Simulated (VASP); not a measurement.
Calculation: revPBE GGA, VASP's PBE PAW potentials (set 64) (plane waves; VASP).

Input for VASP

**INCAR**
```
SYSTEM = CdSe
PREC = Accurate
ENCUT = 520
EDIFF = 1E-7
NELM = 100
ALGO = Normal
LREAL = .FALSE.
LASPH = .TRUE.
ISMEAR = -5
GGA = RE
LMAXMIX = 4
LWAVE = .FALSE.
LCHARG = .TRUE.
LORBIT = 11
NEDOS = 601
ISIF = 2
LEFG = .TRUE.
```

**KPOINTS**
```
Automatic mesh
0
G
7 7 4
0 0 0
```

File POSCAR:
```
CdSe
1
    2.2206252009    -3.8462354130     0.0000000000
    2.2206252009     3.8462354130     0.0000000000
    0.0000000000     0.0000000000     7.2302268011
Cd Se
2 2
Direct
  0.6666670000   0.3333330000   0.5001091100
  0.3333330000   0.6666670000   0.0001091100
  0.6666670000   0.3333330000   0.8758908900
  0.3333330000   0.6666670000   0.3758908900
```

POTCAR, in this order: Cd Se (PBE.64 set). Program: vasp_std.

The run wrote:

OSZICAR:
```
       N       E                     dE             d eps       ncg     rms          rms(c)
DAV:   1     0.241870172760E+03    0.24187E+03   -0.17085E+04  1056   0.146E+03
DAV:   2     0.358410102518E+01   -0.23829E+03   -0.23389E+03  1188   0.340E+02
DAV:   3    -0.105078131896E+02   -0.14092E+02   -0.14045E+02  1260   0.821E+01
DAV:   4    -0.106541621369E+02   -0.14635E+00   -0.14611E+00  1164   0.801E+00
DAV:   5    -0.106554069265E+02   -0.12448E-02   -0.12447E-02  1266   0.698E-01    0.781E+00
DAV:   6    -0.990988457091E+01    0.74552E+00   -0.16752E+00  1214   0.117E+01    0.619E+00
DAV:   7    -0.988454155481E+01    0.25343E-01   -0.55551E-01  1188   0.407E+00    0.252E+00
DAV:   8    -0.988838690354E+01   -0.38453E-02   -0.51548E-02  1122   0.245E+00    0.366E-01
DAV:   9    -0.988937648889E+01   -0.98959E-03   -0.85274E-03  1260   0.108E+00    0.107E-01
DAV:  10    -0.988990085293E+01   -0.52436E-03   -0.12461E-03  1116   0.377E-01    0.882E-02
DAV:  11    -0.989018455747E+01   -0.28370E-03   -0.69053E-04  1152   0.153E-01    0.274E-02
DAV:  12    -0.989015572346E+01    0.28834E-04   -0.97825E-05  1238   0.103E-01    0.867E-03
DAV:  13    -0.989016755766E+01   -0.11834E-04   -0.46750E-05  1110   0.334E-02    0.124E-02
DAV:  14    -0.989016675255E+01    0.80511E-06   -0.19051E-06  1302   0.705E-03    0.677E-03
DAV:  15    -0.989016709903E+01   -0.34648E-06   -0.28911E-07  1128   0.302E-03    0.303E-03
DAV:  16    -0.989016742223E+01   -0.32320E-06   -0.27560E-07   924   0.254E-03    0.664E-04
DAV:  17    -0.989016738759E+01    0.34636E-07   -0.12063E-08   744   0.932E-04
   1 F= -.98901674E+01 E0= -.98901674E+01  d E =0.000000E+00
```

### OUTCAR
```
------------------------ aborting loop because EDIFF is reached ----------------------------------------
  FORCE on cell =-STRESS in cart. coord.  units (eV):
  Direction    XX          YY          ZZ          XY          YZ          ZX
  --------------------------------------------------------------------------------------
  Total       -0.0663586     -0.0663586      0.0610195      0.0000000      0.0000000      0.0000000
  in kB       -0.8608248     -0.8608247      0.7915645      0.0000000      0.0000000      0.0000000
  external PRESSURE =      -0.3100283 kB  Pullay stress =       0.0000000 kB
  volume of cell :      123.51
      direct lattice vectors                 reciprocal lattice vectors
     2.220625201 -3.846235413  0.000000000     0.225161815 -0.129997243  0.000000000
     2.220625201  3.846235413  0.000000000     0.225161815  0.129997243  0.000000000
     0.000000000  0.000000000  7.230226801     0.000000000  0.000000000  0.138308248
  FREE ENERGIE OF THE ION-ELECTRON SYSTEM (eV)
  ---------------------------------------------------
  free  energy   TOTEN  =        -9.8901673876 eV

  energy  without entropy=       -9.8901673876  energy(sigma->0) =       -9.89016739

 total charge

# of ion       s       p       d       tot
------------------------------------------
    1        0.427   0.263   9.560  10.250
    2        0.427   0.263   9.560  10.250
    3        1.444   2.367   0.016   3.827
    4        1.444   2.367   0.016   3.827
--------------------------------------------------
tot          3.742   5.261  19.152  28.154

 Electric field gradients after diagonalization (V/A^2)
 (convention: |V_zz| > |V_xx| > |V_yy|)
----------------------------------------------------------------------
 ion       V_xx      V_yy      V_zz     asymmetry (V_yy - V_xx)/ V_zz
----------------------------------------------------------------------
   1      -0.370    -0.367     0.737       0.005
   2      -0.370    -0.367     0.737       0.005
   3      -0.503    -0.502     1.005       0.001
   4      -0.503    -0.502     1.005       0.001
```
(Selected blocks of OUTCAR.)

The compound is CdSe in the wurtzite structure. It was relaxed first, which changed the volume by +10 %.
